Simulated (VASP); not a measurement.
OSZICAR of a VASP run on InP (zinc blende):

**OSZICAR**
```
       N       E                     dE             d eps       ncg     rms          rms(c)
DAV:   1     0.111078674851E+03    0.11108E+03   -0.87093E+03   754   0.158E+03
DAV:   2    -0.155604378850E+01   -0.11263E+03   -0.10940E+03   779   0.330E+02
DAV:   3    -0.933270448453E+01   -0.77767E+01   -0.77281E+01   992   0.898E+01
DAV:   4    -0.953490330552E+01   -0.20220E+00   -0.20208E+00   881   0.159E+01
DAV:   5    -0.954473989475E+01   -0.98366E-02   -0.98363E-02  1116   0.319E+00    0.598E+00
DAV:   6    -0.915368901666E+01    0.39105E+00   -0.71078E-01  1113   0.175E+01    0.354E+00
DAV:   7    -0.911378228402E+01    0.39907E-01   -0.20059E-01  1038   0.471E+00    0.117E+00
DAV:   8    -0.911078212996E+01    0.30002E-02   -0.19021E-02   986   0.205E+00    0.422E-01
DAV:   9    -0.911089890885E+01   -0.11678E-03   -0.17497E-03   994   0.689E-01    0.187E-01
DAV:  10    -0.911093176397E+01   -0.32855E-04   -0.19916E-04  1119   0.139E-01    0.128E-01
DAV:  11    -0.911095100378E+01   -0.19240E-04   -0.36972E-05   857   0.808E-02    0.296E-02
DAV:  12    -0.911095047114E+01    0.53264E-06   -0.10691E-05   942   0.658E-02    0.186E-02
DAV:  13    -0.911095043320E+01    0.37935E-07   -0.74286E-07   902   0.824E-03
   1 F= -.91109504E+01 E0= -.91109504E+01  d E =-.133773E-10
```

Which electronic solver shows in the log?

It is blocked Davidson (ALGO = Normal, or the opening steps of other solvers). The INCAR had ALGO = Normal.

Can the final energy be trusted as converged?

Self-consistency was reached. It stopped with EDIFF = 1E-7, NELM = 100 (PBEsol GGA, plane waves, VASP's PBE PAW potentials (set 64)).

The compound is InP in the zinc blende structure. This cell is one point of a volume scan, at 0.94 of the reference volume.
